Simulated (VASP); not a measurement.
Data:

```xyz
4
Lattice="4.0493 0.0000 0.0000 0.0000 4.0493 0.0000 0.0000 0.0000 5.0492" Properties=species:S:1:pos:R:3 pbc="T T T"
Pb     2.0246     0.0000     3.8634
Pb     0.0000     2.0246     1.1859
O      2.0246     2.0246     0.0000
O      0.0000     0.0000     0.0000
```

Method: PBE GGA with D3 dispersion (zero damping), VASP's PBE PAW potentials (set 64) (plane waves; VASP). Run with 520 eV cut-off, 6×6×5 Γ-centred mesh, tetrahedra with Blöchl corrections, potentials Pb_d O.

The cores are frozen, which limits the accuracy of field gradients.

Problem. Give the principal components of the electric field gradient (V/Å²) and the asymmetry η at each nucleus.

Solution. 
| atom | Vxx | Vyy | Vzz | η |
|---|---|---|---|---|
| Pb1 | 105.2 | 105.2 | -210.3 | 0.00 |
| Pb2 | 105.2 | 105.2 | -210.3 | 0.00 |
| O3 | 2.8 | 2.8 | -5.7 | 0.00 |
| O4 | 2.8 | 2.8 | -5.7 | 0.00 |

The compound is PbO in the litharge structure. It was relaxed first.
